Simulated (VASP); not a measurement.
```yaml
crystal:
  lattice:
    - [-1.57674, 1.57674, 1.57674]
    - [1.57674, -1.57674, 1.57674]
    - [1.57674, 1.57674, -1.57674]
  atoms:
    - { symbol: Mo, position: [0.00000, 0.00000, 0.00000] }
```

Method: TPSS meta-GGA, VASP's PBE PAW potentials (set 64) (plane waves; VASP). Run with 520 eV cut-off, 18×18×18 Γ-centred mesh, tetrahedra with Blöchl corrections, potentials Mo_sv.

Problem. Estimate the energy per atom (σ→0), band gap (over mesh and band path) with the smallest direct gap where there is one.

Solution. 
```
Quantity                                                              Result
----------------------------------  ----------------------------------------
band gap (over mesh and band path)  none (metal, semimetal or under 0.01 eV)
energy per atom (σ→0)                                        -19.622 eV/atom
```

The absolute energy has meaning only against runs of the same code, potentials and settings.

The compound is Mo in the bcc structure. It was relaxed first.
